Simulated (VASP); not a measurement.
Level of theory: PBE GGA, VASP's PBE PAW potentials (set 64) (plane waves; VASP 6.6.1).

Input for VASP

**KPOINTS**
```
Automatic mesh
0
Gamma
8 8 8
0 0 0
```

INCAR:
```
# general
SYSTEM   =  KF
PREC     =  Accurate
ENCUT    =  600
LREAL    =  .FALSE.
LASPH    =  .TRUE.

# electronic loop
EDIFF    =  1E-7
NELM     =  100
ALGO     =  Normal

# smearing
ISMEAR   =  0
SIGMA    =  0.05

# functional
GGA      =  PE

# ions
IBRION   =  2
NSW      =  40
ISIF     =  3
EDIFFG   =  -0.01
PSTRESS  =  50

# output
LWAVE    =  .FALSE.
LCHARG   =  .FALSE.
```

File POSCAR:
```
KF
1.0
  0.0000000000   2.5983100512   2.5983100512
  2.5983100512   0.0000000000   2.5983100512
  2.5983100512   2.5983100512   0.0000000000
K F
1 1
Cartesian
  2.5983100512   5.1966201024   2.5983100512
  2.5983100512   2.5983100512   2.5983100512
```

POTCAR, in this order: K_sv F (PBE.64 set). Program: vasp_std.

What VASP printed:

File OSZICAR:
```
       N       E                     dE             d eps       ncg     rms          rms(c)
DAV:   1     0.132353546140E+03    0.13235E+03   -0.94731E+03   696   0.147E+03
DAV:   2    -0.377359504950E+01   -0.13613E+03   -0.12474E+03   832   0.358E+02
DAV:   3    -0.929715066003E+01   -0.55236E+01   -0.55027E+01   900   0.698E+01
DAV:   4    -0.947119775684E+01   -0.17405E+00   -0.17394E+00  1060   0.103E+01
DAV:   5    -0.947242635877E+01   -0.12286E-02   -0.12286E-02   896   0.107E+00    0.650E+00
DAV:   6    -0.824902862083E+01    0.12234E+01   -0.42602E+00   748   0.197E+01    0.435E+00
DAV:   7    -0.822824081471E+01    0.20788E-01   -0.12415E-01   932   0.327E+00    0.264E+00
DAV:   8    -0.822637093862E+01    0.18699E-02   -0.50399E-02   752   0.275E+00    0.213E-01
DAV:   9    -0.822763150082E+01   -0.12606E-02   -0.66218E-03   972   0.686E-01    0.118E-01
DAV:  10    -0.822818503296E+01   -0.55353E-03   -0.97728E-04   748   0.332E-01    0.514E-02
DAV:  11    -0.822824352228E+01   -0.58489E-04   -0.35393E-04   768   0.170E-01    0.212E-02
DAV:  12    -0.822823383844E+01    0.96838E-05   -0.59509E-05   876   0.712E-02    0.533E-03
DAV:  13    -0.822823368120E+01    0.15724E-06   -0.38238E-06   784   0.211E-02    0.153E-03
DAV:  14    -0.822823370477E+01   -0.23573E-07   -0.19874E-07   836   0.464E-03
   1 F= -.71333643E+01 E0= -.71333643E+01  d E =-.713336E+01
```

**OUTCAR**
```
------------------------ aborting loop because EDIFF is reached ----------------------------------------
  FORCE on cell =-STRESS in cart. coord.  units (eV):
  Direction    XX          YY          ZZ          XY          YZ          ZX
  --------------------------------------------------------------------------------------
  Total        1.1110189      1.1110189      1.1110189      0.0000000      0.0000000      0.0000000
  in kB       50.7375043     50.7375043     50.7375043      0.0000000      0.0000000      0.0000000
  external PRESSURE =       0.7375043 kB  Pullay stress =      50.0000000 kB
  volume of cell :       35.08
      direct lattice vectors                 reciprocal lattice vectors
     0.000000000  2.598310051  2.598310051    -0.192432770  0.192432770  0.192432770
     2.598310051  0.000000000  2.598310051     0.192432770 -0.192432770  0.192432770
     2.598310051  2.598310051  0.000000000     0.192432770  0.192432770 -0.192432770
  FREE ENERGIE OF THE ION-ELECTRON SYSTEM (eV)
  ---------------------------------------------------
  free  energy   TOTEN  =        -8.2282337048 eV

  energy  without entropy=       -8.2282337048  energy(sigma->0) =       -8.22823370
  enthalpy is  TOTEN    =        -7.1333642555 eV   P V=        1.0948694493

 reached required accuracy - stopping structural energy minimisation
```
(Selected blocks of OUTCAR.)

The compound is KF in the rock salt structure. It was relaxed first under an external pressure of 5 GPa.
